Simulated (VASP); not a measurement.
```xyz
3
Lattice="1.5817 -2.7672 0.0000 1.5817 2.7672 0.0000 0.0000 0.0000 3.5392" Properties=species:S:1:pos:R:3 pbc="T T T"
Zr     0.0000     0.0000     0.0000
B      1.5817     0.9224     1.7696
B      1.6733    -0.9224     1.7696
```

The numbers are results of PBE GGA, VASP's PBE PAW potentials (set 64) (plane waves; VASP), not measurements. Run with 520 eV cut-off, 10×10×8 Γ-centred mesh, first-order Methfessel-Paxton smearing of 0.010 eV, potentials Zr_sv B.

Task: Which forces act on the atoms, in eV/Å?

Result: 
```tsv
atom	Fx	Fy	Fz
Zr1	0.597	0.032	0.000
B2	0.784	-0.114	0.000
B3	-1.381	0.081	0.000
```

Task: Give the stress tensor in GPa (positive for a compressed cell).

Result: 
```
 2.43   0.77   0.00
 0.77  -3.25   0.00
 0.00   0.00   0.43
```
The pressure is its mean diagonal, -0.13 GPa.

The compound is ZrB2 in the AlB2 type structure. The cell was not relaxed at this level, atoms are displaced from their ideal sites. The run is one of a series of settings (SIGMA = 0.01 against the base run), some of them coarse on purpose.
